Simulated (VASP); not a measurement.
```yaml
crystal:
  lattice:
    - [4.77814, 0.00000, 0.00000]
    - [0.00000, 4.77814, 0.00000]
    - [0.00000, 0.00000, 3.21387]
  atoms:
    - { symbol: Sn, position: [0.00000, 0.00000, 0.00000] }
    - { symbol: Sn, position: [0.50000, 0.50000, 0.50000] }
    - { symbol: O, position: [0.30644, 0.30644, 0.00000] }
    - { symbol: O, position: [0.80644, 0.19356, 0.50000] }
    - { symbol: O, position: [0.19356, 0.80644, 0.50000] }
    - { symbol: O, position: [0.69356, 0.69356, 0.00000] }
```

Calculation: AM05 GGA, VASP's PBE PAW potentials (set 64) (plane waves; VASP). Settings: 520 eV cut-off, 5×5×8 Γ-centred mesh, tetrahedra with Blöchl corrections, potentials Sn_d O.

The cores are frozen, which limits the accuracy of field gradients.

Task: Give the principal components of the electric field gradient (V/Å²) and the asymmetry η at each nucleus.

Result: 
```
atom   Vxx   Vyy     Vzz     η
----  ----  ----  ------  ----
Sn1   52.1   2.1   -54.3  0.92
Sn2   52.1   2.1   -54.3  0.92
O3    61.3  48.1  -109.5  0.12
O4    61.3  48.1  -109.5  0.12
O5    61.3  48.1  -109.5  0.12
O6    61.3  48.1  -109.5  0.12
```

The compound is SnO2 in the rutile structure. It was relaxed first.
